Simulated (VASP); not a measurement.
A VASP calculation is set up with these files.

### KPOINTS
```
Automatic mesh
0
Gamma
6 6 4
0 0 0
```

INCAR:
```
ISIF  =  3   # ions, shape and volume
LWAVE  =  .FALSE.
IBRION  =  2   # conjugate gradients
EDIFFG  =  -0.02
LCHARG  =  .FALSE.
EDIFF  =  1E-6   # SCF stop (eV)
LMAXMIX  =  4   # l cut-off of mixed one-centre charges
SIGMA  =  0.05   # width (eV)
ISMEAR  =  0   # Gaussian
SYSTEM  =  MgTe
ALGO  =  Normal   # blocked Davidson
LASPH  =  .TRUE.
PREC  =  Accurate
ENCUT  =  500
LREAL  =  .FALSE.
GGA  =  PS   # PBEsol
PSTRESS  =  300
NSW  =  40
NELM  =  100
```

**POSCAR**
```
MgTe
1.0
  4.0185336517   0.0000000000   0.0000000000
 -2.0092668259   3.4801518289   0.0000000000
  0.0000000000   0.0000000000   6.5543738106
Mg Te
2 2
Cart
 -0.0000020093   2.3201023793   6.5521249807
  2.0092688351   1.1600494496   3.2749380754
 -0.0000020093   2.3201023793   2.4601390089
  2.0092688351   1.1600494496   5.7373259142
```

POTCAR, in this order: Mg Te (PBE.64 set). Program: vasp_std.

Task: Translate this PBEsol calculation to Quantum ESPRESSO's pw.x.

Result: One equivalent input (not run):
```
&CONTROL
  calculation = 'vc-relax'
  pseudo_dir = './pseudo'
  outdir = './out'
  tprnfor = .true.
  tstress = .true.
  nstep = 40
  forc_conv_thr = 0.00078
/
&SYSTEM
  ibrav = 0
  nat = 4
  ntyp = 2
  ecutwfc = 84
  occupations = 'smearing'
  smearing = 'gaussian'
  degauss = 0.003675
  input_dft = 'pbesol'
/
&ELECTRONS
  conv_thr = 7.3e-08
  electron_maxstep = 100
/
&IONS
/
&CELL
  press = 300
/
ATOMIC_SPECIES
  Mg 24.305 Mg.upf
  Te 127.600 Te.upf
CELL_PARAMETERS angstrom
     4.0185337   -0.0000000    0.0000000
    -2.0092668    3.4801518   -0.0000000
     0.0000000    0.0000000    6.5543738
ATOMIC_POSITIONS crystal
  Mg   0.3333330  0.6666670  0.9996569
  Mg   0.6666670  0.3333330  0.4996569
  Te   0.3333330  0.6666670  0.3753431
  Te   0.6666670  0.3333330  0.8753431
K_POINTS automatic
  6 6 4 0 0 0
```
Limits of the translation: the potentials are each code's own (VASP's PAW set, PseudoDojo norm-conserving files in pw.x), so ENCUT and ecutwfc are chosen apart and not converted; conv_thr bounds pw.x's estimated SCF error, while EDIFF bounds the energy change between steps; forc_conv_thr acts on force components and is met together with etot_conv_thr.

The structure was generated: MgTe was put into the wurtzite type (P6_3mc), which need not be its known phase. It was relaxed first under an external pressure of 30 GPa.
